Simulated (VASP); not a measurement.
# PbF2 (Fluorocronite) with PBE + D3(BJ): from relaxation to properties, part 4 of 4

Aim: relax PbF2 (Fluorocronite), then compute properties on the relaxed cell. The start is a cell from a database of measured crystal structures.

VASP 6.6.1; PBE with D3(BJ); plane waves and PAW (Pb_d, F).

So far, gap on the k-mesh (eV): step 2 (relaxing cell and atoms (PBE + D3(BJ))) 4.46; step 6 (total and projected DOS (PBE + D3(BJ))) 4.43; step 7 (independent-particle dielectric function (PBE + D3(BJ))) 4.43. The relaxed cell has a = 5.956 Å (conventional setting).

The database entry behind the starting cell differs from later determinations by our own check (0.1 to 0.3 % short, probably kX units), so it need not match the best structure at ambient conditions.

## 8. Zone-centre phonons (PBE + D3(BJ))

Zone-centre modes test whether the atoms sit at a minimum within this cell. IBRION = 6 takes the force constants from differences of forces between displaced cells, so the forces must be tight.

INCAR reads:

```
SYSTEM = PbF2
PREC = Accurate
ENCUT = 520
EDIFF = 1E-08
NELM = 100
ISMEAR = 0
SIGMA = 0.05
LREAL = .FALSE.
ALGO = Normal
GGA = PE
IVDW = 12
NBANDS = 20
LORBIT = 11
LWAVE = .FALSE.
LCHARG = .FALSE.
KPAR = 2
IBRION = 6
NFREE = 2
POTIM = 0.015
ISIF = 2
NSW = 1
```

POSCAR reads:

```
PbF2
1.0
    0.0000000000      2.9779238876      2.9779238876
    2.9779238876      0.0000000000      2.9779238876
    2.9779238876      2.9779238876      0.0000000000
Pb F
1 2
Direct
    0.0000000000      0.0000000000      0.0000000000
    0.2500000000      0.2500000000      0.2500000000
    0.7500000000      0.7500000000      0.7500000000
```

KPOINTS reads:

```
Automatic mesh
0
Gamma
7 7 7
0 0 0
```

PAW data sets: Pb_d and F (PBE family, release 64).

Launch:

```sh
$ mpirun -np 2 vasp_std
```

The log of the run:

```text
[... set-up lines as in an earlier step ...]
 entering main loop
       N       E                     dE             d eps       ncg     rms          rms(c)
[... 12 cycles as in an earlier step ...]
DAV:  13    -0.143444873131E+02    0.22140E-05   -0.15841E-05  1048   0.384E-02    0.165E-03
DAV:  14    -0.143444873722E+02   -0.59101E-07   -0.72130E-07   876   0.626E-03    0.440E-04
DAV:  15    -0.143444873891E+02   -0.16904E-07   -0.19511E-08   812   0.112E-03    0.335E-04
DAV:  16    -0.143444873841E+02    0.49740E-08   -0.72699E-09   640   0.111E-03
   1 F= -.14798455E+02 E0= -.14798455E+02  d E =-.896227E-17
 Found     2 degrees of freedom:
 Finite differences POTIM= 0.01500 DOF=   2
 bond charge predicted
       N       E                     dE             d eps       ncg     rms          rms(c)
DAV:   1    -0.143412133902E+02    0.32740E-02   -0.16061E+00  2000   0.587E+00    0.870E-02
DAV:   2    -0.143443337088E+02   -0.31203E-02   -0.32101E-02  2116   0.144E+00    0.459E-02
DAV:   3    -0.143443282289E+02    0.54799E-05   -0.19275E-04  2004   0.123E-01    0.312E-02
DAV:   4    -0.143443244090E+02    0.38199E-05   -0.81015E-05  1932   0.129E-01    0.660E-03
DAV:   5    -0.143443263664E+02   -0.19574E-05   -0.53846E-06  1752   0.184E-02    0.419E-03
DAV:   6    -0.143443254783E+02    0.88811E-06   -0.19909E-06  1904   0.224E-02    0.965E-04
DAV:   7    -0.143443255723E+02   -0.94064E-07   -0.10355E-07  1740   0.249E-03    0.418E-04
DAV:   8    -0.143443256131E+02   -0.40779E-07   -0.20085E-08  1888   0.229E-03    0.854E-05
DAV:   9    -0.143443256121E+02    0.97270E-09   -0.10591E-09   992   0.285E-04
   2 F= -.14798294E+02 E0= -.14798294E+02  d E =-.910997E-17
[...]
3 F= -.14798294E+02 E0= -.14798294E+02  d E =-.910423E-17
[...]
4 F= -.14798171E+02 E0= -.14798171E+02  d E =-.105663E-16
 Finite differences progress:
  Degree of freedom:   2/  2
  Displacement:        1/  2
  Total:               3/  4
 bond charge predicted
       N       E                     dE             d eps       ncg     rms          rms(c)
DAV:   1    -0.143405797471E+02    0.36238E-02   -0.43962E+00  2568   0.143E+01    0.130E-01
DAV:   2    -0.143443998371E+02   -0.38201E-02   -0.42686E-02  2904   0.173E+00    0.705E-02
DAV:   3    -0.143442245846E+02    0.17525E-03   -0.85861E-04  3028   0.275E-01    0.290E-02
DAV:   4    -0.143442001666E+02    0.24418E-04   -0.16506E-04  2980   0.119E-01    0.121E-02
DAV:   5    -0.143442032137E+02   -0.30471E-05   -0.32131E-05  2836   0.430E-02    0.780E-03
DAV:   6    -0.143442037088E+02   -0.49511E-06   -0.27714E-06  2956   0.170E-02    0.461E-03
DAV:   7    -0.143442036256E+02    0.83203E-07   -0.10587E-06  2764   0.114E-02    0.143E-03
DAV:   8    -0.143442036412E+02   -0.15639E-07   -0.40572E-07  3020   0.501E-03    0.839E-04
DAV:   9    -0.143442036471E+02   -0.58963E-08   -0.18519E-08  2832   0.119E-03
   5 F= -.14798171E+02 E0= -.14798171E+02  d E =-.105916E-16
 Finite differences progress:
  Degree of freedom:   2/  2
  Displacement:        2/  2
  Total:               4/  4
```

Elapsed: 37 s, on 2 MPI ranks of Intel Xeon 6975P-C (Granite Rapids), shared host; peak memory 0.5 GiB.

OUTCAR, selected parts (step 8):

```text
   NELECT =      28.0000    total number of electrons

 Edisp (eV)   -0.45397

 E-fermi :   1.9909

 k-point     1 :       0.0000    0.0000    0.0000
  band No.  band energies     occupation
    ...
     10      -0.6681      2.00000
     11      -0.6666      2.00000
     12      -0.1863      2.00000
     13      -0.1746      2.00000
     14      -0.1641      2.00000
     15       8.4515      0.00000
     16       8.4731      0.00000
     17       8.4958      0.00000
     18      12.3172      0.00000
     19      16.8309      0.00000
    ...

 Edisp (eV)   -0.45397

  Total       0.01264     0.01217     0.01217     0.00000     0.03986     0.00000
  in kB       0.38340     0.36928     0.36928     0.00000     1.20907     0.00000
  external pressure =        0.37 kB  Pullay stress =        0.00 kB

 POSITION                                       TOTAL-FORCE (eV/Angst)
 -----------------------------------------------------------------------------------
      0.00000      0.00000      0.00000        -0.010901      0.000000      0.000000
      1.47396      1.48896      1.48896         0.037648     -0.000000     -0.000000
      4.46689      4.46689      4.46689        -0.026746     -0.000000     -0.000000
 -----------------------------------------------------------------------------------
    total drift:                                0.000618     -0.000001     -0.000001

  FREE ENERGIE OF THE ION-ELECTRON SYSTEM (eV)
  ---------------------------------------------------
  free  energy   TOTEN  =       -14.7981714628 eV

  energy  without entropy=      -14.7981714628  energy(sigma->0) =      -14.79817146

 Eigenvectors and eigenvalues of the dynamical matrix
 ----------------------------------------------------

   1 f  =    7.433888 THz    46.708498 2PiTHz  247.967824 cm-1    30.744078 meV
             X         Y         Z           dx          dy          dz
      0.000000  0.000000  0.000000     0.000000    0.000000   -0.000000
      1.488962  1.488962  1.488962     0.000000    0.000000   -0.707107
      4.466886  4.466886  4.466886    -0.000000   -0.000000    0.707107

   2 f  =    7.433888 THz    46.708498 2PiTHz  247.967824 cm-1    30.744078 meV
             X         Y         Z           dx          dy          dz
      0.000000  0.000000  0.000000    -0.000000    0.000000   -0.000000
      1.488962  1.488962  1.488962    -0.048556   -0.705438   -0.000000
      4.466886  4.466886  4.466886     0.048556    0.705438    0.000000

   3 f  =    7.433888 THz    46.708498 2PiTHz  247.967824 cm-1    30.744078 meV
             X         Y         Z           dx          dy          dz
      0.000000  0.000000  0.000000     0.000000   -0.000000   -0.000000
      1.488962  1.488962  1.488962    -0.705438    0.048556    0.000000
      4.466886  4.466886  4.466886     0.705438   -0.048556   -0.000000

   4 f  =    3.317724 THz    20.845877 2PiTHz  110.667371 cm-1    13.720999 meV
             X         Y         Z           dx          dy          dz
      0.000000  0.000000  0.000000     0.367410   -0.134819    0.004007
      1.488962  1.488962  1.488962    -0.610839    0.224144   -0.006661
      4.466886  4.466886  4.466886    -0.610839    0.224144   -0.006661

   5 f  =    3.317724 THz    20.845877 2PiTHz  110.667371 cm-1    13.720999 meV
             X         Y         Z           dx          dy          dz
      0.000000  0.000000  0.000000     0.094612    0.265897    0.271163
      1.488962  1.488962  1.488962    -0.157298   -0.442068   -0.450824
      4.466886  4.466886  4.466886    -0.157298   -0.442068   -0.450824

   6 f  =    3.317724 THz    20.845877 2PiTHz  110.667371 cm-1    13.720999 meV
             X         Y         Z           dx          dy          dz
      0.000000  0.000000  0.000000     0.096129    0.253584   -0.282199
      1.488962  1.488962  1.488962    -0.159819   -0.421597    0.469172
      4.466886  4.466886  4.466886    -0.159819   -0.421597    0.469172

   7 f/i=    0.008178 THz     0.051381 2PiTHz    0.272773 cm-1     0.033819 meV
             X         Y         Z           dx          dy          dz
      0.000000  0.000000  0.000000     0.485793    0.781550    0.001400
      1.488962  1.488962  1.488962     0.146098    0.235045    0.000421
      4.466886  4.466886  4.466886     0.146098    0.235045    0.000421

   8 f/i=    0.008178 THz     0.051381 2PiTHz    0.272773 cm-1     0.033819 meV
             X         Y         Z           dx          dy          dz
      0.000000  0.000000  0.000000     0.526692   -0.326160   -0.680465
      1.488962  1.488962  1.488962     0.158398   -0.098090   -0.204644
      4.466886  4.466886  4.466886     0.158398   -0.098090   -0.204644

   9 f/i=    0.008178 THz     0.051381 2PiTHz    0.272773 cm-1     0.033819 meV
             X         Y         Z           dx          dy          dz
      0.000000  0.000000  0.000000    -0.577424    0.360023   -0.619502
      1.488962  1.488962  1.488962    -0.173656    0.108274   -0.186310
      4.466886  4.466886  4.466886    -0.173656    0.108274   -0.186310

 ELASTIC MODULI CONTR FROM IONIC RELAXATION (kBar)
 Direction    XX          YY          ZZ          XY          YZ          ZX
 --------------------------------------------------------------------------------
 XX          -0.0000      0.0000      0.0000      0.0000     -0.0000      0.0000
 YY           0.0000     -0.0000     -0.0000      0.0000      0.0000     -0.0000
 ZZ           0.0000     -0.0000     -0.0000     -0.0000      0.0000      0.0000
 XY           0.0000      0.0000     -0.0000    -99.5658     -0.0000     -0.0000
 YZ          -0.0000      0.0000      0.0000     -0.0000    -99.5658      0.0000
 ZX           0.0000     -0.0000      0.0000     -0.0000      0.0000    -99.5658
 --------------------------------------------------------------------------------

[... 8 parts as in an earlier step ...]

[... 9 further parts left out ...]
```

The last energy, forces, stress and levels in OUTCAR belong to the last displaced cell, not to the cell of POSCAR.

This step gave:

```yaml
bands: 20
irreducible_k_points: 20
pressure_of_the_cell: 0.03489 GPa
largest_force_of_the_cell: 0 eV/Å
```

Transverse limit, no LO-TO splitting. Modes at Γ, with each element's share of the kinetic energy:

| mode | frequency (cm⁻¹) | symmetry | Pb % | F % |
| --- | --- | --- | --- | --- |
| 1 | -0.3 | acoustic | 85 | 15 |
| 2 | -0.3 | acoustic | 85 | 15 |
| 3 | -0.3 | acoustic | 85 | 15 |
| 4 | 110.7 | T1u | 15 | 85 |
| 5 | 110.7 | T1u | 15 | 85 |
| 6 | 110.7 | T1u | 15 | 85 |
| 7 | 248.0 | T2g | 0 | 100 |
| 8 | 248.0 | T2g | 0 | 100 |
| 9 | 248.0 | T2g | 0 | 100 |

Displacements in mode 4 (110.7 cm⁻¹), the largest set to 1:
```
Pb1  0.06  0.16 -0.18
F2  -0.34 -0.90  1.00
F3  -0.34 -0.90  1.00
```

Displacements in mode 8 (248.0 cm⁻¹), the largest set to 1:
```
Pb1  0.00  0.00  0.00
F2  -0.07 -1.00  0.00
F3   0.07  1.00  0.00
```

The three acoustic modes lie within 0.3 cm⁻¹ of zero, and all others are real. By the characters of their eigenvectors the optical modes sort into (cm⁻¹) Raman active: T2g 248; infrared active: T1u 111. With a centre of inversion no mode is active in both.

## 9. Results

```
relaxed volume                                             : 17.61 Å³/atom
relaxed conventional cell a, b, c                          : 5.956, 5.956, 5.956 Å
space group after relaxing, within 0.02 Å                  : Fm-3m (No. 225)
band gap                                                   : 4.42 eV, indirect (least direct gap of that run 4.56 eV)
gap among the points of the DOS mesh alone, an upper bound : 4.43 eV
strongest peak of ε2, mean over directions                 : 7.75 eV
ε1 at zero frequency, no local fields, mean                : 3.55
highest zone-centre mode                                   : 248 cm⁻¹
```

With PBE + D3(BJ), PbF2 (Fluorocronite) relaxes to 17.61 Å³/atom in space group Fm-3m (held by the symmetry of the run) and has an indirect gap of 4.42 eV. Against the listed cell the volume lies +1.5 %. Band structure (PBE + D3(BJ)): On this path the gap is indirect, 4.42 eV, with the valence top at W and the conduction bottom at X. The least direct gap is 4.56 eV. Zone-centre phonons (PBE + D3(BJ)): The highest mode in this list at Γ, 248.0 cm⁻¹, is mostly motion of F (100 % of the kinetic energy). Spin-orbit coupling is left out, and with elements this heavy it would split and shift bands near the edges, and it can change the kind of a small gap. Modes at Γ alone can't show that the crystal is stable at other wave vectors, and the LO-TO splitting is not included. No search among competing phases was made, and a listed structure need not be the one stable at ambient conditions. All values are for a static lattice at zero temperature.

[Lines on the potential files, build, host, timing and source positions are cut from VASP's logs without a mark.]

[Logs are printed without paths, hosts, clocks, repeated set-up lines and the standing remarks that a program may print on its own settings, such as how far it seeks lower states.]

[Hosts, paths, dates, database ids (printed as entryN), source tags and the programs' standing remarks are cut or masked in the printed files.]

[A measured line is paired with the nearest computed mode of its activity, which favours agreement.]
